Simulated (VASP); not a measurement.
```
Zn4OS3
1.0
    1.83326    -3.17531     0.00000
    1.83326     3.17531     0.00000
    0.00000     0.00000    11.90576
Zn S O
4 3 1
Direct
  0.66667   0.33333   0.25976
  0.33333   0.66667   0.99402
  0.66667   0.33333   0.72887
  0.33333   0.66667   0.52575
  0.66667   0.33333   0.45400
  0.33333   0.66667   0.18839
  0.66667   0.33333   0.92308
  0.33333   0.66667   0.69013
```

Method: PBEsol GGA, VASP's PBE PAW potentials (set 64) (plane waves; VASP). Numerical set-up: 520 eV cut-off, 8×8×2 Γ-centred mesh, tetrahedra with Blöchl corrections, potentials Zn S O.

Q: Estimate the energy per atom (σ→0).

A: 
| Item | Value |
|---|---|
| energy per atom (σ→0) | -382.7 kJ/mol of atoms |

Total energies compare only between runs with the same potentials, cut-off and functional.

The structure was generated: Zn4OS3 was put into an ordered model structure (P3m1), which need not be its known phase. It was relaxed first.
